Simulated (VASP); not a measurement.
Data:

```
CELL_PARAMETERS angstrom
      4.46436     2.20098     2.20098
      2.20098     4.46436     2.20098
      2.20098     2.20098     4.46436
ATOMIC_POSITIONS crystal
  Mn 0.00000 0.00000 0.00000
  Mn 0.50000 0.50000 0.50000
  O  0.25000 0.25000 0.25000
  O  0.75000 0.75000 0.75000
```
Starting moments (μB, in the order of the record's atoms Mn Mn O O): 4.6 -4.6 0.0 0.0.

Method: PBE GGA + U (Dudarev), VASP's PBE PAW potentials (set 64) (plane waves; VASP 6.6.1). Settings: 520 eV cut-off, 9×9×9 Γ-centred mesh, tetrahedra with Blöchl corrections, potentials Mn_pv O, U − J: Mn 3.90 eV.

The cores are frozen, which limits the accuracy of field gradients.

Q: Give the principal components of the electric field gradient (V/Å²) and the asymmetry η at each nucleus.

A: 
| atom | Vxx | Vyy | Vzz | η |
|---|---|---|---|---|
| Mn1 | -1.6 | -1.6 | 3.3 | 0.00 |
| Mn2 | -1.6 | -1.6 | 3.3 | 0.00 |
| O3 | 1.8 | 1.8 | -3.6 | 0.00 |
| O4 | 1.8 | 1.8 | -3.6 | 0.00 |

The compound is MnO in the rock salt, AFM-II order structure. It was relaxed first.
